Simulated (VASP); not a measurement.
# Which face does Rh expose?

How do surface energy, work function and relaxation of Rh depend on the face?

Calculated with VASP 6.6.1; PBEsol; plane waves and PAW (Rh).

**1. Set-up**

It takes space group Fm-3m (No. 225, cubic). The conventional cell has a = 3.800 Å, b = 3.800 Å, c = 3.800 Å, α = 90.00°, β = 90.00°, γ = 90.00°. Nearest to Rh lie 12 Rh at 2.69 Å.

**2. The bulk reference, job relaxation, k-mesh 17×17×17**

The bulk crystal is relaxed first, so that the slabs are cut at this functional's lattice.

INCAR reads:

```
SYSTEM = Rh
PREC = Accurate
ENCUT = 420
EDIFF = 1E-06
NELM = 120
ISMEAR = 1
SIGMA = 0.15
LREAL = .FALSE.
ALGO = Normal
GGA = PS
NBANDS = 10
LASPH = .TRUE.
LORBIT = 11
LWAVE = .FALSE.
LCHARG = .FALSE.
KPAR = 4
IBRION = 2
NSW = 30
ISIF = 3
EDIFFG = -0.01
POTIM = 0.4
```

POSCAR reads:

```
Rh
1.0
    0.0000000000      1.9000000000      1.9000000000
    1.9000000000      0.0000000000      1.9000000000
    1.9000000000      1.9000000000      0.0000000000
Rh
1
Direct
    0.0000000000      0.0000000000      0.0000000000
```

KPOINTS reads:

```
Automatic mesh
0
Gamma
17 17 17
0 0 0
```

The projector-augmented-wave data sets are Rh (PBE family, release 64).

Started as:

```bash
mpirun -np 4 vasp_std
```

The program printed:

```text
[banner, memory and clock lines left out]
running    4 mpi-ranks, on    1 nodes
 distrk:  each k-point on    1 cores,    4 groups
 distr:  one band on    1 cores,    1 groups

 POSCAR found type information on POSCAR Rh
 POSCAR found :  1 types and       1 ions
|                                                                             |
|               ----> ADVICE to this user running VASP <----                  |
|                                                                             |
|     You enforced a specific xc type in the INCAR file but a different       |
|     [... a line on the potential file left out ...]
|     I HOPE YOU KNOW WHAT YOU ARE DOING!                                     |
|                                                                             |

 LDA part: xc-table for (Slater+PW92), standard interpolation
 POSCAR, INCAR and KPOINTS ok, starting setup
 FFT: planning ... GRIDC
 FFT: planning ... GRID_SOFT
 FFT: planning ... GRID
 WAVECAR not read
 entering main loop
       N       E                     dE             d eps       ncg     rms          rms(c)
DAV:   1     0.237695127838E+02    0.23770E+02   -0.37254E+03  3416   0.656E+02
DAV:   2    -0.850023720098E+01   -0.32270E+02   -0.31089E+02  3480   0.145E+02
DAV:   3    -0.880606489206E+01   -0.30583E+00   -0.30508E+00  4124   0.158E+01
DAV:   4    -0.880639706916E+01   -0.33218E-03   -0.33216E-03  3958   0.531E-01
DAV:   5    -0.880639787234E+01   -0.80318E-06   -0.80457E-06  3912   0.242E-02    0.113E+01
DAV:   6    -0.820671070169E+01    0.59969E+00   -0.18887E+00  3544   0.115E+01    0.377E+00
DAV:   7    -0.816093772474E+01    0.45773E-01   -0.12998E-01  3726   0.284E+00    0.136E+00
DAV:   8    -0.815561234812E+01    0.53254E-02   -0.76860E-03  3528   0.857E-01    0.689E-01
DAV:   9    -0.815331665662E+01    0.22957E-02   -0.88423E-04  3412   0.288E-01    0.357E-02
DAV:  10    -0.815331315596E+01    0.35007E-05   -0.42643E-06  4308   0.188E-02    0.785E-03
DAV:  11    -0.815331221012E+01    0.94584E-06   -0.70558E-08  2530   0.285E-03
   1 F= -.81533122E+01 E0= -.81540170E+01  d E =-.815331E+01
 curvature:   0.00 expect dE= 0.000E+00 dE for cont linesearch  0.000E+00
 trial: gam= 0.00000 g(F)=  0.334E-63 g(S)=  0.283E-01 ort = 0.000E+00 (trialstep = 0.100E+01)
 search vector abs. value=  0.283E-01
 bond charge predicted
       N       E                     dE             d eps       ncg     rms          rms(c)
DAV:   1    -0.837332680330E+01   -0.22001E+00   -0.52260E+00  3336   0.229E+01    0.426E+00
DAV:   2    -0.815079101021E+01    0.22254E+00   -0.69467E-01  3310   0.699E+00    0.830E-01
DAV:   3    -0.814002148384E+01    0.10770E-01   -0.45104E-02  3472   0.159E+00    0.270E-01
DAV:   4    -0.814019532411E+01   -0.17384E-03   -0.25486E-03  3482   0.367E-01    0.513E-02
DAV:   5    -0.814030762637E+01   -0.11230E-03   -0.11695E-04  3868   0.627E-02    0.188E-02
DAV:   6    -0.814031052508E+01   -0.28987E-05   -0.13155E-06  3424   0.981E-03    0.882E-04
DAV:   7    -0.814031048537E+01    0.39709E-07   -0.22656E-08  1934   0.138E-03
   2 F= -.81403105E+01 E0= -.81409328E+01  d E =0.130017E-01
 trial-energy change:    0.013002  1 .order    0.014228   -0.028329    0.056785
 step:   0.3526(harm=  0.3328)  dis= 0.00000  next Energy=    -8.158360 (dE=-0.505E-02)
 bond charge predicted
       N       E                     dE             d eps       ncg     rms          rms(c)
DAV:   1    -0.825641474598E+01   -0.11610E+00   -0.22056E+00  3334   0.151E+01    0.241E+00
DAV:   2    -0.816223417784E+01    0.94181E-01   -0.31481E-01  3310   0.466E+00    0.693E-01
DAV:   3    -0.815844787547E+01    0.37863E-02   -0.15402E-02  3518   0.906E-01    0.276E-01
DAV:   4    -0.815841582797E+01    0.32048E-04   -0.11984E-03  3482   0.246E-01    0.381E-02
DAV:   5    -0.815844104452E+01   -0.25217E-04   -0.19887E-05  3942   0.292E-02    0.140E-02
DAV:   6    -0.815844351674E+01   -0.24722E-05   -0.29566E-07  2702   0.428E-03    0.635E-04
DAV:   7    -0.815844356548E+01   -0.48742E-07   -0.11237E-08  1658   0.923E-04
   3 F= -.81584436E+01 E0= -.81591190E+01  d E =-.513136E-02
 curvature:  -0.17 expect dE=-0.458E-06 dE for cont linesearch -0.458E-06
 trial: gam=-0.00977 g(F)=  0.105E-63 g(S)=  0.276E-05 ort = 0.279E-03 (trialstep = 0.871E+00)
 search vector abs. value=  0.368E-09
 reached required accuracy - stopping structural energy minimisation
```

The job ended after 22 s (4 MPI ranks of AMD EPYC 7R43, shared host; peak memory 0.44 GiB).

Lines that name or quote the potential files are left out of all logs, and their timing lines are given in words.

Parts of OUTCAR (step 2):

```text
ion  position               nearest neighbor table
   1  0.000  0.000  0.000-

  LATTYP: Found a face centered cubic cell.
 ALAT       =     3.8000000000

 Subroutine GETGRP returns: Found 48 space group operations
 (whereof 48 operations were pure point group operations)

The static configuration has the point symmetry O_h .

 Found    165 irreducible k-points:

   k-points           NKPTS =    165   k-points in BZ     NKDIM =    165   number of bands    NBANDS=     10

   dimension x,y,z NGX =    18 NGY =   18 NGZ =   18
   dimension x,y,z NGXF=    36 NGYF=   36 NGZF=   36

   ENCUT  =  420.0 eV  30.87 Ry    5.56 a.u.   4.49  4.49  4.49*2*pi/ulx,y,z

   NELECT =       9.0000    total number of electrons

 k-points in reciprocal lattice and weights: Automatic mesh
   0.00000000  0.00000000  0.00000000       0.000
   0.05882353  0.00000000  0.00000000       0.002
   0.11764706  0.00000000  0.00000000       0.002
   0.17647059  0.00000000  0.00000000       0.002
   0.23529412  0.00000000  0.00000000       0.002
   0.29411765  0.00000000  0.00000000       0.002
   0.35294118  0.00000000  0.00000000       0.002
   0.41176471  0.00000000  0.00000000       0.002
   0.47058824  0.00000000  0.00000000       0.002
[...]
-0.29411765  0.47058824  0.17647059       0.005
  -0.29411765  0.47058824  0.23529412       0.005

 average (electrostatic) potential at core
       1 -61.4637

 E-fermi :  12.0169

 k-point     1 :       0.0000    0.0000    0.0000
  band No.  band energies     occupation
    ...
      2       8.8118      2.00000
      3       8.8118      2.00000
      4       8.8118      2.00000
      5      10.9987      2.00000
      6      10.9987      2.00000
      7      27.9590      0.00000
      8      28.0747      0.00000
      9      33.5394      0.00000
     10      33.5394      0.00000

 k-point     2 :       0.0588    0.0000    0.0000
  band No.  band energies     occupation
    ...
      2       8.7468      2.00000
      3       8.8683      2.00000
      4       8.8683      2.00000
      5      10.9662      2.00000
      6      10.9662      2.00000
      7      28.0749      0.00000
      8      28.1722      0.00000
      9      32.7589      0.00000
     10      33.7528      0.00000

 k-point     3 :       0.1176    0.0000    0.0000
  band No.  band energies     occupation
    ...
      2       8.5883      2.00000
      3       9.0134      2.00000
      4       9.0134      2.00000
      5      10.8996      2.00000
      6      10.8996      2.00000
      7      28.0727      0.00000
      8      28.7361      0.00000
      9      31.1835      0.00000
     10      34.3696      0.00000

  Total       -0.0048801     -0.0048801     -0.0048801      0.0000000      0.0000000      0.0000000
  in kB       -0.5816359     -0.5816359     -0.5816359      0.0000000      0.0000000      0.0000000
  external PRESSURE =      -0.5816359 kB  Pullay stress =       0.0000000 kB

  energy-cutoff  :      420.00
  volume of cell :       13.44
      direct lattice vectors                 reciprocal lattice vectors
    -0.000000000  1.887211827  1.887211827    -0.264941112  0.264941112  0.264941112
     1.887211827 -0.000000000  1.887211827     0.264941112 -0.264941112  0.264941112
     1.887211827  1.887211827 -0.000000000     0.264941112  0.264941112 -0.264941112

 POSITION                                       TOTAL-FORCE (eV/Angst)
 -----------------------------------------------------------------------------------
     -0.00000      0.00000      0.00000        -0.000000     -0.000000     -0.000000
 -----------------------------------------------------------------------------------
    total drift:                                0.000000     -0.000000      0.000000

  FREE ENERGIE OF THE ION-ELECTRON SYSTEM (eV)
  ---------------------------------------------------
  free  energy   TOTEN  =        -8.1584435655 eV

  energy  without entropy=       -8.1604697923  energy(sigma->0) =       -8.15911897

 reached required accuracy - stopping structural energy minimisation

 total charge
# of ion       s       p       d       tot
------------------------------------------
    1        0.502   0.613   7.377   8.492

[... 3 further parts left out ...]
```

This run has no spin polarisation. Its electron count is odd, so without a moment it is a metal by construction. The PAW data sets were made with PBE, which is usual practice but a small mismatch for other functionals. The run keeps the 48 symmetry operations of its start, so it cannot find a distortion of lower symmetry.

Relaxation path:

```
step  energy less that of the first step (eV)  largest force (eV/Å)  pressure (GPa)  volume (Å³)
   1                                   0.0000                0.0000           -5.78        13.72
   2                                   0.0130                0.0000           12.27        12.95
   3                                  -0.0051                0.0000           -0.06        13.44
```

```csv
"conventional cell, symmetrised",before,after,change
a (Å),3.800,3.774,-0.7 %
b (Å),3.800,3.774,-0.7 %
c (Å),3.800,3.774,-0.7 %
volume (Å³/atom),13.72,13.44,-2.0 %
```

The relaxed structure:

```xyz
1
Lattice="0.0000 1.8872 1.8872 1.8872 0.0000 1.8872 1.8872 1.8872 0.0000" Properties=species:S:1:pos:R:3 pbc="T T T"
Rh    0.0000    0.0000    0.0000
```

This step gave:

| Quantity | Value |
| --- | --- |
| electronic cycles | 25 |
| electrons | 9 |
| free energy (TOTEN) | -8.158 eV |
| energy at zero smearing | -8.159 eV |
| Fermi energy | 12.02 eV |
| metallic | yes |

The run ended after 3 ionic steps, 0.005 eV below its first step, once forces and stress met EDIFFG = -0.01.

Energy at zero smearing: -8.15912 eV.

**3. The bulk reference, job self-consistent run, k-mesh 21×21×21**

INCAR reads:

```
SYSTEM = Rh
PREC = Normal
ENCUT = 320
EDIFF = 1E-06
NELM = 120
ISMEAR = 1
SIGMA = 0.15
LREAL = .FALSE.
ALGO = Fast
GGA = PS
NBANDS = 10
LASPH = .TRUE.
LORBIT = 11
LWAVE = .FALSE.
LCHARG = .FALSE.
KPAR = 4
```

POSCAR reads:

```
Rh
1.0
    0.0000000000      1.8872118265      1.8872118265
    1.8872118265      0.0000000000      1.8872118265
    1.8872118265      1.8872118265      0.0000000000
Rh
1
Direct
    0.0000000000      0.0000000000      0.0000000000
```

KPOINTS reads:

```
Automatic mesh
0
Gamma
21 21 21
0 0 0
```

Started as:

```bash
mpirun -np 4 vasp_std
```

The program printed:

```text
[banner, memory and clock lines left out]
running    4 mpi-ranks, on    1 nodes
 distrk:  each k-point on    1 cores,    4 groups
 distr:  one band on    1 cores,    1 groups

 POSCAR found type information on POSCAR Rh
 POSCAR found :  1 types and       1 ions
 [... a notice as in an earlier step ...]

 LDA part: xc-table for (Slater+PW92), standard interpolation
 POSCAR, INCAR and KPOINTS ok, starting setup
 FFT: planning ... GRIDC
 FFT: planning ... GRID_SOFT
 FFT: planning ... GRID
 WAVECAR not read
 entering main loop
       N       E                     dE             d eps       ncg     rms          rms(c)
DAV:   1     0.168009768465E+02    0.16801E+02   -0.30604E+03  5976   0.510E+02
DAV:   2    -0.860718053370E+01   -0.25408E+02   -0.24298E+02  6026   0.124E+02
DAV:   3    -0.880875144298E+01   -0.20157E+00   -0.20132E+00  7198   0.124E+01
DAV:   4    -0.880894735542E+01   -0.19591E-03   -0.19590E-03  6660   0.385E-01
DAV:   5    -0.880894788480E+01   -0.52938E-06   -0.53033E-06  6770   0.189E-02    0.118E+01
RMM:   6    -0.821881329267E+01    0.59013E+00   -0.75259E-01  5790   0.803E+00    0.411E+00
RMM:   7    -0.816785730164E+01    0.50956E-01   -0.64245E-02  6218   0.247E+00    0.139E+00
RMM:   8    -0.816258591825E+01    0.52714E-02   -0.10138E-02  6290   0.929E-01    0.720E-01
RMM:   9    -0.816010704442E+01    0.24789E-02   -0.13784E-03  6647   0.353E-01    0.342E-02
RMM:  10    -0.816011916575E+01   -0.12121E-04   -0.53219E-05  6844   0.694E-02    0.313E-02
RMM:  11    -0.816011256238E+01    0.66034E-05   -0.60845E-06  6851   0.231E-02    0.995E-03
RMM:  12    -0.816011338758E+01   -0.82520E-06   -0.65157E-07  4912   0.764E-03
   1 F= -.81601134E+01 E0= -.81603496E+01  d E =0.708490E-03
```

Elapsed: 6.4 s, on 4 MPI ranks; peak memory 0.36 GiB.

Parts of OUTCAR (step 3):

```text
  LATTYP: Found a face centered cubic cell.
 ALAT       =     3.7744236530

The static configuration has the point symmetry O_h .

 Found    286 irreducible k-points:

   k-points           NKPTS =    286   k-points in BZ     NKDIM =    286   number of bands    NBANDS=     10

   dimension x,y,z NGX =    12 NGY =   12 NGZ =   12
   dimension x,y,z NGXF=    24 NGYF=   24 NGZF=   24

   ENCUT  =  320.0 eV  23.52 Ry    4.85 a.u.   3.89  3.89  3.89*2*pi/ulx,y,z

   NELECT =       9.0000    total number of electrons

 E-fermi :  12.0100

 k-point     1 :       0.0000    0.0000    0.0000
  band No.  band energies     occupation
    ...
      2       8.8081      2.00000
      3       8.8081      2.00000
      4       8.8081      2.00000
      5      10.9927      2.00000
      6      10.9927      2.00000
      7      27.9603      0.00000
      8      28.0634      0.00000
      9      33.5384      0.00000
     10      33.5384      0.00000

 k-point     2 :       0.0476    0.0000    0.0000
  band No.  band energies     occupation
    ...
      2       8.7649      2.00000
      3       8.8456      2.00000
      4       8.8456      2.00000
      5      10.9709      2.00000
      6      10.9709      2.00000
      7      28.0632      0.00000
      8      28.1013      0.00000
      9      33.0022      0.00000
     10      33.6786      0.00000

  Total       -0.0898284     -0.0898284     -0.0898284      0.0000000     -0.0000000     -0.0000000
  in kB      -10.7061230    -10.7061230    -10.7061230      0.0000000     -0.0000000     -0.0000000
  external PRESSURE =     -10.7061230 kB  Pullay stress =       0.0000000 kB

  energy-cutoff  :      320.00
  volume of cell :       13.44
      direct lattice vectors                 reciprocal lattice vectors
     0.000000000  1.887211826  1.887211826    -0.264941112  0.264941112  0.264941112
     1.887211826  0.000000000  1.887211826     0.264941112 -0.264941112  0.264941112
     1.887211826  1.887211826  0.000000000     0.264941112  0.264941112 -0.264941112

 POSITION                                       TOTAL-FORCE (eV/Angst)
 -----------------------------------------------------------------------------------
      0.00000      0.00000      0.00000        -0.000000     -0.000000      0.000000
 -----------------------------------------------------------------------------------
    total drift:                               -0.000000     -0.000000     -0.000000

  FREE ENERGIE OF THE ION-ELECTRON SYSTEM (eV)
  ---------------------------------------------------
  free  energy   TOTEN  =        -8.1601133876 eV

  energy  without entropy=       -8.1608218778  energy(sigma->0) =       -8.16034955

 total charge
# of ion       s       p       d       tot
------------------------------------------
    1        0.504   0.616   7.369   8.489

[... 2 parts as in an earlier step ...]

[... 6 further parts left out ...]
```

This step gave:

```
electronic cycles       : 12
free energy (TOTEN)     : -8.160 eV
energy at zero smearing : -8.160 eV
Fermi energy            : 12.01 eV
```

Energy at zero smearing: -8.16035 eV.

The run ends at a pressure of -1.07 GPa.

[end of part 1 of 5]

[Lines on the potential files, build, host, timing and source positions are cut from VASP's logs without a mark.]

[Logs are printed without paths, hosts, clocks, repeated set-up lines and the standing remarks that a program may print on its own settings, such as how far it seeks lower states.]

[Hosts, paths, dates, database ids (printed as entryN), source tags and the programs' standing remarks are cut or masked in the printed files.]

[Runs that stopped without an error message from VASP are left out.]
